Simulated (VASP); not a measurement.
# Zr3PdSe4 (P-4m2) in VASP: a series of runs

The runs below take Zr3PdSe4 through relaxation of cell and atoms, with PBE.

Program: VASP 6.6.1. These are calculated values, not measurements. Logs are shortened: lines on timing, memory, paths and dates and some standing lists are left out, and cuts for length are marked.

### 1 Starting point

It takes space group P-4m2 (No. 115, tetragonal). The conventional cell has a = 4.391 Å, b = 4.391 Å, c = 12.352 Å, α = 90.00°, β = 90.00°, γ = 90.00°. Around Zr (site symmetry 2mm) lie 4 Se at 2.67 Å. Zr (site symmetry -4m2) is surrounded by 4 Se at 2.68 Å. Pd (site symmetry -4m2) is surrounded by 4 Se at 2.71 Å. Se (site symmetry 2mm) is surrounded by 4 Zr at 2.67 to 2.68 Å. Se (site symmetry 2mm) is surrounded by 2 Zr at 2.67 Å and 2 Pd at 2.71 Å.

The cell was built by a generator and needn't be a form met in nature.

### 2 Relaxation of cell and atoms, PBE

INCAR reads:

```
SYSTEM = Zr3PdSe4
  ALGO = Fast
  EDIFF = 1E-4
  EDIFFG = -0.08
  ENCUT = 520
  GGA = PE
  IBRION = 2
  ISIF = 3
  ISMEAR = 0
  LASPH = .TRUE.
  LCHARG = .FALSE.
  LREAL = .FALSE.
  LWAVE = .FALSE.
  NELM = 60
  NSW = 24
  PREC = Normal
  SIGMA = 0.15
```

KPOINTS reads:

```
k-points
0
G
  3 3 2
  0 0 0
```

POSCAR reads:

```
Zr3PdSe4
1.0
    4.3909049300      0.0000000000      0.0000000000
    0.0000000000      4.3909049300      0.0000000000
    0.0000000000      0.0000000000     12.3521495600
Zr Pd Se
3 1 4
Direct
    0.5000000000      0.5000000000      0.7475909600
    0.0000000000      0.0000000000      0.5000000000
    0.5000000000      0.5000000000      0.2524090400
    0.0000000000      0.0000000000      0.0000000000
    0.0000000000      0.5000000000      0.6240602700
    0.5000000000      0.0000000000      0.3759397300
    0.0000000000      0.5000000000      0.1290356700
    0.5000000000      0.0000000000      0.8709643300
```

Potentials or basis: VASP PAW PBE potentials, release 64 (Zr_sv, Pd, Se).

On the command line:

```console
cat potpaw_PBE.64/Zr_sv/POTCAR potpaw_PBE.64/Pd/POTCAR potpaw_PBE.64/Se/POTCAR > POTCAR
mpirun -np 1 vasp_std > vasp.out
```

OUTCAR:

```text
SYSTEM = Zr3PdSe4
   EDIFF = 1E-4
   EDIFFG = -0.08
   ENCUT = 520
   GGA = PE
   IBRION = 2
   ISIF = 3
   ISMEAR = 0
   LASPH = .TRUE.
   LREAL = .FALSE.
   NELM = 60
   NSW = 24
   PREC = Normal

 ion  position               nearest neighbor table
   1  0.500  0.500  0.748-   8 2.67   8 2.67   5 2.67   5 2.67
   2  0.000  0.000  0.500-   5 2.68   6 2.68   5 2.68   6 2.68
   3  0.500  0.500  0.252-   7 2.67   7 2.67   6 2.67   6 2.67
   4  0.000  0.000  0.000-   7 2.71   8 2.71   7 2.71   8 2.71
   5  0.000  0.500  0.624-   1 2.67   1 2.67   2 2.68   2 2.68
   6  0.500  0.000  0.376-   3 2.67   3 2.67   2 2.68   2 2.68
   7  0.000  0.500  0.129-   3 2.67   3 2.67   4 2.71   4 2.71
   8  0.500  0.000  0.871-   1 2.67   1 2.67   4 2.71   4 2.71

  LATTYP: Found a simple tetragonal cell.
 ALAT       =     4.3909049300
 C/A-ratio  =     2.8131216132

  Lattice vectors:

 A1 = (   4.3909049300,   0.0000000000,   0.0000000000)
 A2 = (   0.0000000000,   4.3909049300,   0.0000000000)
 A3 = (   0.0000000000,   0.0000000000,  12.3521495600)

Analysis of symmetry for initial positions (statically):
=====================================================================
 Subroutine PRICEL returns:
 Original cell was already a primitive cell.

 Routine SETGRP: Setting up the symmetry group for a
 simple tetragonal supercell.

 Subroutine GETGRP returns: Found  8 space group operations
 (whereof  8 operations were pure point group operations)
 out of a pool of 16 trial point group operations.

The static configuration has the point symmetry D_2d.

Analysis of symmetry for dynamics (positions and initial velocities):
=====================================================================
 Subroutine PRICEL returns:
 Original cell was already a primitive cell.

 Routine SETGRP: Setting up the symmetry group for a
 simple tetragonal supercell.

 Subroutine GETGRP returns: Found  8 space group operations
 (whereof  8 operations were pure point group operations)
 out of a pool of 16 trial point group operations.

The dynamic configuration has the point symmetry D_2d.

 Subroutine INISYM returns: Found  8 space group operations
 (whereof  8 operations are pure point group operations),
 and found     1 'primitive' translations

----------------------------------------------------------------------------------------

                                     Primitive cell

  volume of cell :     238.1500

  direct lattice vectors                    reciprocal lattice vectors
     4.390904930  0.000000000  0.000000000     0.227743487  0.000000000  0.000000000
     0.000000000  4.390904930  0.000000000     0.000000000  0.227743487  0.000000000
     0.000000000  0.000000000 12.352149560     0.000000000  0.000000000  0.080957569

  length of vectors
     4.390904930  4.390904930 12.352149560     0.227743487  0.227743487  0.080957569

  position of ions in fractional coordinates (direct lattice)
     0.500000000  0.500000000  0.747590960
     0.000000000  0.000000000  0.500000000
     0.500000000  0.500000000  0.252409040
     0.000000000  0.000000000  0.000000000
     0.000000000  0.500000000  0.624060270
     0.500000000  0.000000000  0.375939730
     0.000000000  0.500000000  0.129035670
     0.500000000  0.000000000  0.870964330

  ion indices of the primitive-cell ions
   primitive index   ion index
                 1           1
                 2           2
                 3           3
                 4           4
                 5           5
                 6           6
                 7           7
                 8           8

----------------------------------------------------------------------------------------

 KPOINTS: k-points

Automatic generation of k-mesh.
 Grid dimensions read from file:
 generate k-points for:    3    3    2

 Generating k-lattice:

  Cartesian coordinates                     Fractional coordinates (reciprocal lattice)
     0.075914496  0.000000000  0.000000000     0.333333333  0.000000000  0.000000000
     0.000000000  0.075914496  0.000000000     0.000000000  0.333333333  0.000000000
     0.000000000  0.000000000  0.040478784     0.000000000  0.000000000  0.500000000

  Length of vectors
     0.075914496  0.075914496  0.040478784

  Shift w.r.t. Gamma in fractional coordinates (k-lattice)
     0.000000000  0.000000000  0.000000000

 Subroutine IBZKPT returns following result:
 ===========================================

 Found      6 irreducible k-points:

 Following reciprocal coordinates:
            Coordinates               Weight
  0.000000  0.000000  0.000000      1.000000
  0.333333  0.000000  0.000000      4.000000
  0.333333  0.333333  0.000000      4.000000
  0.000000  0.000000  0.500000      1.000000
  0.333333  0.000000  0.500000      4.000000
  0.333333  0.333333  0.500000      4.000000
   k-points           NKPTS =      6   k-points in BZ     NKDIM =      6   number of bands    NBANDS=     42
   number of dos      NEDOS =    301   number of ions     NIONS =      8
   total plane-waves  NPLWV =  40320
   dimension x,y,z NGX =    24 NGY =   24 NGZ =   70
   dimension x,y,z NGXF=    48 NGYF=   48 NGZF=  140
   ions per type =               3   1   4
   NGX,Y,Z   is equivalent  to a cutoff of   9.09,  9.09,  9.42 a.u.
   NGXF,Y,Z  is equivalent  to a cutoff of  18.17, 18.17, 18.84 a.u.
 SYSTEM =  Zr3PdSe4
   PREC   = normal    normal or accurate (medium, high low for compatibility)
   ISTART =      0    job   : 0-new  1-cont  2-samecut
   ICHARG =      2    charge: 1-file 2-atom 10-const
   ISPIN  =      1    spin polarized calculation?
   LNONCOLLINEAR =      F non collinear calculations
   LSORBIT =      F    spin-orbit coupling
   LASPH  =      T    aspherical Exc in radial PAW
   ENCUT  =  520.0 eV  38.22 Ry    6.18 a.u.   8.16  8.16 22.97*2*pi/ulx,y,z
   NELM   =     60;   NELMIN=  2; NELMDL= -5     # of ELM steps
   EDIFF  = 0.1E-03   stopping-criterion for ELM
   LREAL  =      F    real-space projection
   EDIFFG = -.8E-01   stopping-criterion for IOM
   NSW    =     24    number of steps for IOM
   IBRION =      2    ionic relax: 0-MD 1-quasi-New 2-CG
   NFREE  =      1    steps in history (QN), initial steepest desc. (CG)
   ISIF   =      3    stress and relaxation
   ISYM   =      2    0-nonsym 1-usesym 2-fastsym
   POTIM  = 0.5000    time-step for ionic-motion
   TEBEG  =    0.0;   TEEND  =   0.0 temperature during run
   PSTRESS=    0.0 pullay stress
   NELECT =      70.0000    total number of electrons
   NUPDOWN=      -1.0000    fix difference up-down
   EMIN   =  10.00;   EMAX   =-10.00  energy-range for DOS
   EFERMI =   0.00;   METHOD = LEGACY
   ISMEAR =     0;   SIGMA  =   0.15  broadening in eV -4-tet -1-fermi 0-gaus
   EFERMI_NEDOS =   21; number of points for ismear=-14 and -15
   IALGO  =     68    algorithm
   IMIX   =      4    mixing-type and parameters
     AMIX     =   0.40;   BMIX     =  1.00
     AMIX_MAG =   1.60;   BMIX_MAG =  1.00
  volume/ion in A,a.u.               =      29.77       200.89
  Fermi-wavevector in a.u.,A,eV,Ry     =   1.088489  2.056946 16.120290  1.184808
  Thomas-Fermi vector in A             =   2.224671
   LORBIT       =      0    0 simple, 1 ext, 2 COOP (PROOUT), +10 PAW based schemes
   GGA     = PE    functional components
   LHFCALC =     F    Hartree Fock is set to
   AEXX    =    0.0000 exact exchange contribution
   IVDW    =     0    specifies the selected vdW correction
   LEPSILON=     F    determine dielectric tensor
   LRPA    =     F    only Hartree local field effects (RPA)
 conjugate gradient relaxation of ions
 non-spin polarized calculation
 RMM-DIIS sequential band-by-band and
 Gauss-broadening in eV      SIGMA  =   0.15
  energy-cutoff  :      520.00
  volume of cell :      238.15
 maximum number of plane-waves:      6449
   NGX = 17   NGY = 17   NGZ = 45

--------------------------------------- Ionic step        1  -------------------------------------------

 number of electron      70.0000039 magnetization

 Free energy of the ion-electron system (eV)
  ---------------------------------------------------
  ext. energy  EPLUGINS =         0.00000000
  ---------------------------------------------------
  free energy    TOTEN  =       -49.47902947 eV

  energy without entropy =      -49.39468063  energy(sigma->0) =      -49.43685505

 E-fermi :   4.5145     XC(G=0):  -8.9467

 val. band max:        4.3928952221   @ k =   0.0000   0.0000   0.5000
 cond. band min:       4.5167915825   @ k =   0.3333   0.3333   0.5000
 fundamental gap:      0.1238963604
 Fermi energy:         4.5145105443

 k-point     1 :       0.0000    0.0000    0.0000
  band No.  band energies     occupation
      1     -45.6654      2.00000
      2     -45.6654      2.00000
      3     -45.5830      2.00000
      4     -23.7266      2.00000
      5     -23.7202      2.00000
      6     -23.6935      2.00000
[... 378 lines left out ...]
  FREE ENERGIE OF THE ION-ELECTRON SYSTEM (eV)
  ---------------------------------------------------
  free  energy   TOTEN  =       -49.9019547287 eV

  energy  without entropy=      -49.8274751411  energy(sigma->0) =      -49.86471493

[... ionic steps 4 to 7 ...]

--------------------------------------- Ionic step        8  -------------------------------------------

 number of electron      69.9999970 magnetization

------------------------ aborting loop because EDIFF is reached ----------------------------------------

  FORCE on cell =-STRESS in cart. coord.  units (eV):
  Direction    XX          YY          ZZ          XY          YZ          ZX
  --------------------------------------------------------------------------------------
  -------------------------------------------------------------------------------------
  Total       -0.4563674     -0.4563674     -0.8844273      0.0000000      0.0000000     -0.0000000
  in kB       -3.3879371     -3.3879371     -6.5657269      0.0000000      0.0000000     -0.0000000
  external PRESSURE =      -4.4472004 kB  Pullay stress =       0.0000000 kB
[... 69 lines left out ...]
  energy  without entropy=      -49.9372513554  energy(sigma->0) =      -49.97193522

--------------------------------------- Ionic step       10  -------------------------------------------

 number of electron      69.9999962 magnetization

 Free energy of the ion-electron system (eV)
  ---------------------------------------------------
  ext. energy  EPLUGINS =         0.00000000
  ---------------------------------------------------
  free energy    TOTEN  =       -50.00764105 eV

  energy without entropy =      -49.93731110  energy(sigma->0) =      -49.97247607

 E-fermi :   5.4902     XC(G=0):  -9.4287

 val. band max:        5.4807339807   @ k =   0.3333   0.3333   0.5000
 cond. band min:       5.4999947925   @ k =   0.3333   0.3333   0.5000
 fundamental gap:      0.0192608118
 Fermi energy:         5.4901927271

 k-point     1 :       0.0000    0.0000    0.0000
  band No.  band energies     occupation
      1     -44.4998      2.00000
      2     -44.4356      2.00000
      3     -44.4355      2.00000
      4     -22.6017      2.00000
      5     -22.5578      2.00000
      6     -22.5578      2.00000
[... 294 lines left out ...]
  FREE ENERGIE OF THE ION-ELECTRON SYSTEM (eV)
  ---------------------------------------------------
  free  energy   TOTEN  =       -50.0076410510 eV

  energy  without entropy=      -49.9373110973  energy(sigma->0) =      -49.97247607

 reached required accuracy - stopping structural energy minimisation
```

Wall time 5.1 min (1 thread of Intel Xeon Platinum 8259CL at 2.50GHz (Skylake/Cascade Lake), shared host); peak memory 0.24 GiB.

Results:

```yaml
Free_energy: -50.0076 eV
Relaxed_volume: 26.74 Å³/atom
Relaxed_cell: a = 4.246 Å, b = 4.246 Å, c = 11.866 Å, α = 90.00°, β = 90.00°, γ = 90.00°
Space_group_after_relaxing_to_0.05_Å: P-4m2 (No. 115)
Energy_gained_by_relaxing: 66.1 meV/atom
Ionic_steps: 10
Pressure_after_relaxing: 0.2 GPa
Largest_force_after_relaxing: 0.067 eV/Å
Band_gap_on_the_k_mesh: none (metal or under the smearing width)
```

Forces on the atoms (eV/Å):
```
Zr   0.000  0.000 -0.054
Zr   0.000  0.000  0.000
Zr   0.000  0.000  0.054
Pd   0.000  0.000  0.000
Se   0.000  0.000  0.059
Se   0.000  0.000 -0.059
Se   0.000  0.000 -0.067
Se   0.000  0.000  0.067
```

Step by step:
| step | energy change (eV) | largest force (eV/Å) | pressure (GPa) | volume (Å³) |
| --- | --- | --- | --- | --- |
| 1 | 0.0000 | 0.3771 | -5.52 | 238.15 |
| 2 | -0.2644 | 0.7866 | 4.58 | 204.51 |
| 3 | -0.4229 | 0.4392 | 0.07 | 216.23 |
| 4 | -0.4490 | 0.3290 | 0.02 | 215.74 |
| 5 | -0.4884 | 0.4934 | 0.19 | 214.30 |
| 6 | -0.5121 | 0.2885 | -0.08 | 214.93 |
| 7 | -0.5235 | 0.0780 | -0.37 | 215.56 |
| 8 | -0.5246 | 0.0752 | -0.44 | 215.82 |
| 9 | -0.5276 | 0.0931 | 0.45 | 213.07 |
| 10 | -0.5286 | 0.0672 | 0.18 | 213.92 |

Final structure:
```cif
data_structure
_symmetry_space_group_name_H-M 'P 1'
_symmetry_Int_Tables_number 1
_cell_length_a 4.2460
_cell_length_b 4.2460
_cell_length_c 11.8657
_cell_angle_alpha 90.000
_cell_angle_beta 90.000
_cell_angle_gamma 90.000
_cell_volume 213.92
loop_
_atom_site_label
_atom_site_type_symbol
_atom_site_fract_x
_atom_site_fract_y
_atom_site_fract_z
_atom_site_occupancy
Zr1 Zr 0.50000 0.50000 0.75770 1
Zr2 Zr 0.00000 0.00000 0.50000 1
Zr3 Zr 0.50000 0.50000 0.24230 1
Pd1 Pd 0.00000 0.00000 0.00000 1
Se1 Se 0.00000 0.50000 0.63186 1
Se2 Se 0.50000 0.00000 0.36814 1
Se3 Se 0.00000 0.50000 0.11917 1
Se4 Se 0.50000 0.00000 0.88083 1
```

Levels at points of the mesh, in eV from the Fermi level:
| k point | band 31 | band 32 | band 33 | band 34 | band 35 | band 36 | band 37 | band 38 | band 39 | band 40 |
| --- | --- | --- | --- | --- | --- | --- | --- | --- | --- | --- |
| (0.00, 0.00, 0.00) | -1.49 | -0.92 | -0.28 | -0.20 | -0.20 | 0.32 | 0.43 | 0.51 | 0.73 | 1.07 |
| (0.00, 0.00, 0.50) | -1.51 | -0.89 | -0.25 | -0.16 | -0.16 | 0.42 | 0.61 | 0.75 | 1.05 | 1.05 |

Caveat: the k mesh is coarse (spacing up to 0.48 Å⁻¹), so the values aren't converged; the relaxation stopped at a loose force limit of 0.08 eV/Å, so its end isn't a converged minimum.

### 3 Relaxation of cell and atoms, PBE

This run uses another cell than the first one, of 23.36 Å³/atom, 0.785 times its volume.

INCAR is that of step 2.

KPOINTS reads:

```
k-points
0
G
  4 4 2
  0 0 0
```

POSCAR reads:

```
Zr3PdSe4
1.0
    4.7919382300      0.0000000000      0.0000000000
   -2.3959691200      4.1499402400      0.0000000000
    0.0000000000      0.0000000000      9.3983118800
Zr Pd Se
3 1 4
Direct
    0.3333333300      0.6666666700      0.5000000000
    0.6666666700      0.3333333300      0.5000000000
    0.0000000000      0.0000000000      0.0000000000
    0.0000000000      0.0000000000      0.5000000000
    0.3333333300      0.6666666700      0.1995370700
    0.3333333300      0.6666666700      0.8004629300
    0.6666666700      0.3333333300      0.8004629300
    0.6666666700      0.3333333300      0.1995370700
```

Potentials or basis: VASP PAW PBE potentials, release 64 (Zr_sv, Pd, Se).

On the command line:

```console
cat potpaw_PBE.64/Zr_sv/POTCAR potpaw_PBE.64/Pd/POTCAR potpaw_PBE.64/Se/POTCAR > POTCAR
mpirun -np 1 vasp_std > vasp.out
```

Wall time 6.4 min (1 thread of Intel Xeon Platinum 8259CL at 2.50GHz (Skylake/Cascade Lake), shared host); peak memory 0.25 GiB.

The run converged. Its results:

```yaml
Free_energy: -45.5705 eV
Relaxed_volume: 22.26 Å³/atom
Relaxed_cell: a = 4.922 Å, b = 4.922 Å, c = 8.488 Å, α = 90.00°, β = 90.00°, γ = 120.00°
Space_group_after_relaxing_to_0.05_Å: P6/mmm (No. 191)
Energy_gained_by_relaxing: 165.8 meV/atom
Ionic_steps: 11
Pressure_after_relaxing: -0.1 GPa
Largest_force_after_relaxing: 0.020 eV/Å
Band_gap_on_the_k_mesh: none (metal or under the smearing width)
```

Forces in eV/Å, atoms in the order of the input:
```
Zr   0.000  0.000  0.000
Zr   0.000  0.000  0.000
Zr   0.000  0.000  0.000
Pd   0.000  0.000  0.000
Se   0.000  0.000  0.020
Se   0.000  0.000 -0.020
Se   0.000  0.000 -0.020
Se   0.000  0.000  0.020
```

Stress tensor (GPa, compression positive):
```
-0.10  0.00  0.00
 0.00 -0.10  0.00
 0.00  0.00 -0.19
```

Step by step:
```tsv
step	energy change (eV)	largest force (eV/Å)	pressure (GPa)	volume (Å³)
1	0.0000	0.8896	-0.70	186.90
2	-0.8668	1.3246	-0.33	183.45
3	-0.8867	1.4366	0.00	182.75
4	-1.2206	0.6422	-1.04	181.89
5	-1.2888	0.0521	-1.40	181.30
6	-1.3174	0.0238	1.11	175.20
7	-1.3249	0.0040	0.33	177.04
8	-1.3250	0.0004	0.34	177.12
9	-1.3152	0.0280	-0.58	179.21
10	-1.3248	0.0057	0.17	177.26
11	-1.3262	0.0197	-0.13	178.07
```

Final structure:
```
CELL_PARAMETERS angstrom
4.92199 0.00000 0.00000
-2.46100 4.26257 0.00000
0.00000 0.00000 8.48756
ATOMIC_POSITIONS crystal
Zr 0.33333 0.66667 0.50000
Zr 0.66667 0.33333 0.50000
Zr 0.00000 0.00000 0.00000
Pd 0.00000 0.00000 0.50000
Se 0.33333 0.66667 0.17670
Se 0.33333 0.66667 0.82330
Se 0.66667 0.33333 0.82330
Se 0.66667 0.33333 0.17670
```

Levels at points of the mesh, in eV from the Fermi level:
| k point | band 31 | band 32 | band 33 | band 34 | band 35 | band 36 | band 37 | band 38 | band 39 | band 40 |
| --- | --- | --- | --- | --- | --- | --- | --- | --- | --- | --- |
| (0.00, 0.00, 0.00) | -1.68 | -1.52 | -1.52 | 0.11 | 0.11 | 0.49 | 0.50 | 0.50 | 0.59 | 0.78 |
| (0.50, 0.00, 0.00) | -1.02 | -0.85 | -0.60 | -0.32 | -0.32 | 0.32 | 0.61 | 1.04 | 1.08 | 1.14 |
| (0.00, 0.00, 0.50) | -1.40 | -1.18 | -1.18 | -0.93 | -0.29 | -0.29 | -0.04 | -0.04 | 0.46 | 1.15 |
| (0.50, 0.00, 0.50) | -0.89 | -0.81 | -0.62 | -0.61 | -0.18 | 0.01 | 0.46 | 0.63 | 1.14 | 1.38 |

Caveat: the k mesh is coarse (spacing up to 0.38 Å⁻¹), so the values aren't converged; the relaxation stopped at a loose force limit of 0.08 eV/Å, so its end isn't a converged minimum.
